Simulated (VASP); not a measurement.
Method: PBE GGA, VASP's PBE PAW potentials (set 64) (plane waves; VASP 6.6.1).

A VASP calculation is set up with these files.

**INCAR**
```
SYSTEM = LiTc3
PREC = Accurate
ENCUT = 400
EDIFF = 1E-6
NELM = 100
ALGO = Normal
LREAL = .FALSE.
LASPH = .TRUE.
ISMEAR = 0
SIGMA = 0.1
GGA = PE
LMAXMIX = 4
LWAVE = .FALSE.
LCHARG = .FALSE.
ISIF = 2
```

File POSCAR:
```
LiTc3
1
    3.7588700000     0.0000000000     0.0000000000
    0.0000000000     3.7588700000     0.0000000000
    0.0000000000     0.0000000000     3.7588700000
Tc Li
3 1
Direct
  0.0053710000   0.5007730000   0.5016170000
  0.4919590000   0.4945120000   0.0067100000
  0.4945400000   0.0017650000   0.4962690000
  0.0081300000   0.0029500000  -0.0045960000
```

File KPOINTS:
```
K-points
0
Gamma
 7 7 7
```

POTCAR, in this order: Tc_pv Li_sv (PBE.64 set). Program: vasp_std.

The run wrote:

OUTCAR:
```
 ion  position               nearest neighbor table
   1  0.005  0.501  0.502-   2 2.61   3 2.63   3 2.63   4 2.64   2 2.64   4 2.65   4 2.67   4 2.68
                             2 2.68   3 2.68   3 2.69   2 2.71
   2  0.492  0.495  0.007-   4 2.59   1 2.61   3 2.61   1 2.64   4 2.64   3 2.65   3 2.67   4 2.68
                             1 2.68   3 2.70   1 2.71   4 2.72
   3  0.495  0.002  0.496-   2 2.61   4 2.62   4 2.62   1 2.63   1 2.63   2 2.65   2 2.67   1 2.68
                             1 2.69   4 2.69   4 2.70   2 2.70
   4  0.008  0.003  0.995-   2 2.59   3 2.62   3 2.62   1 2.64   2 2.64   1 2.65   1 2.67   2 2.68
                             1 2.68   3 2.69   3 2.70   2 2.72
  LATTYP: Found a simple cubic cell.
 ALAT       =     3.7588700000
 Subroutine PRICEL returns:
 Original cell was already a primitive cell.
 Subroutine GETGRP returns: Found  1 space group operations
The static configuration has the point symmetry C_1 .
The dynamic configuration has the point symmetry C_1 .
 Subroutine INISYM returns: Found  1 space group operations
 Subroutine IBZKPT returns following result:
 Found    172 irreducible k-points:

 Following reciprocal coordinates:
            Coordinates               Weight
  0.000000  0.000000  0.000000      1.000000
  0.142857  0.000000  0.000000      2.000000
  0.000000  0.142857  0.000000      2.000000
...
```

File OSZICAR:
```
       N       E                     dE             d eps       ncg     rms          rms(c)
DAV:   1     0.493001204782E+03    0.49300E+03   -0.21745E+04  8784   0.144E+03
DAV:   2    -0.138133765133E+02   -0.50681E+03   -0.50162E+03  9309   0.459E+02
DAV:   3    -0.332892281802E+02   -0.19476E+02   -0.19074E+02 11845   0.951E+01
DAV:   4    -0.341725770917E+02   -0.88335E+00   -0.88097E+00 12849   0.177E+01
DAV:   5    -0.341850986037E+02   -0.12522E-01   -0.12493E-01 11260   0.206E+00    0.286E+01
DAV:   6    -0.316185229512E+02    0.25666E+01   -0.92428E+00  9534   0.217E+01    0.742E+00
DAV:   7    -0.315083366438E+02    0.11019E+00   -0.10389E+00 11880   0.579E+00    0.176E+00
DAV:   8    -0.314954557735E+02    0.12881E-01   -0.11166E-01 11423   0.257E+00    0.116E+00
DAV:   9    -0.314892887937E+02    0.61670E-02   -0.99751E-02 10454   0.247E+00    0.575E-01
DAV:  10    -0.314872171931E+02    0.20716E-02   -0.14202E-02 10184   0.946E-01    0.627E-02
DAV:  11    -0.314873421089E+02   -0.12492E-03   -0.99074E-04 12536   0.245E-01    0.741E-02
DAV:  12    -0.314872950989E+02    0.47010E-04   -0.40622E-04 10660   0.164E-01    0.217E-02
DAV:  13    -0.314872941128E+02    0.98617E-06   -0.27533E-05 10350   0.418E-02    0.764E-03
DAV:  14    -0.314872913202E+02    0.27925E-05   -0.32909E-06  5874   0.183E-02    0.156E-03
DAV:  15    -0.314872908530E+02    0.46726E-06   -0.45548E-07  4597   0.610E-03
   1 F= -.31487291E+02 E0= -.31477375E+02  d E =-.198310E-01
```

OUTCAR:
```
------------------------ aborting loop because EDIFF is reached ----------------------------------------
  FORCE on cell =-STRESS in cart. coord.  units (eV):
  Direction    XX          YY          ZZ          XY          YZ          ZX
  --------------------------------------------------------------------------------------
  Total        1.3549445      1.4575989      1.4140155      0.0097555      0.0195193     -0.0086010
  in kB       40.8752278     43.9720486     42.6572480      0.2942971      0.5888482     -0.2594714
  external PRESSURE =      42.5015081 kB  Pullay stress =       0.0000000 kB
  volume of cell :       53.11
      direct lattice vectors                 reciprocal lattice vectors
     3.758870000  0.000000000  0.000000000     0.266037400  0.000000000  0.000000000
     0.000000000  3.758870000  0.000000000     0.000000000  0.266037400  0.000000000
     0.000000000  0.000000000  3.758870000     0.000000000  0.000000000  0.266037400
 POSITION                                       TOTAL-FORCE (eV/Angst)
 -----------------------------------------------------------------------------------
      0.02019      1.88234      1.88551        -0.171708      0.073993     -0.013923
      1.84921      1.85881      0.02522         0.299114      0.135487     -0.121288
      1.85891      0.00663      1.86541         0.271641     -0.066225      0.039642
      0.03056      0.01109      3.74159        -0.399046     -0.143255      0.095569
 -----------------------------------------------------------------------------------
    total drift:                                0.000298      0.000347     -0.000316
  FREE ENERGIE OF THE ION-ELECTRON SYSTEM (eV)
  ---------------------------------------------------
  free  energy   TOTEN  =       -31.4872908530 eV

  energy  without entropy=      -31.4674598351  energy(sigma->0) =      -31.47737534
```
(Selected blocks of OUTCAR.)

At this cut-off the stress carries a Pulay error, which pulls relaxed volumes low.

The structure was generated: LiTc3 was put into an ordered model structure, which need not be its known phase. The cell was not relaxed at this level, atoms are displaced from their ideal sites.
